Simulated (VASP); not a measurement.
Consider the following.

```xyz
2
Lattice="0.0000 2.9739 2.9739 2.9739 0.0000 2.9739 2.9739 2.9739 0.0000" Properties=species:S:1:pos:R:3 pbc="T T T"
Sn     0.0000     0.0000     0.0000
Se     1.4870     1.4870     1.4870
```

Method: PBEsol GGA, VASP's PBE PAW potentials (set 64) (plane waves; VASP). Settings: 500 eV cut-off, 11×11×11 Γ-centred mesh, first-order Methfessel-Paxton smearing of 0.10 eV, potentials Sn_d Se.

Energy and stress use the plane-wave basis of the starting cell.

The ions, cell shape and volume at an external pressure of 30.0 GPa are relaxed. Predict the relaxed structure.

```xyz
2
Lattice="0.0000 2.8916 2.8916 2.8916 0.0000 2.8916 2.8916 2.8916 0.0000" Properties=species:S:1:pos:R:3 pbc="T T T"
Sn     5.7833     5.7833     5.7833
Se     1.4458     1.4458     1.4458
```
Space group F-43m (216), at a tolerance of 0.03 Å.

How do energy and volume change from the first to the last step?

The energy (σ→0) changes by +327.5 meV/atom and the volume by -8.1 %, in 4 ionic steps.

The structure was generated: SnSe was put into the zinc blende type (F-43m), which need not be its known phase. This run relaxes it under an external pressure of 30 GPa. Symmetry was kept, so distortions that lower it aren't found.
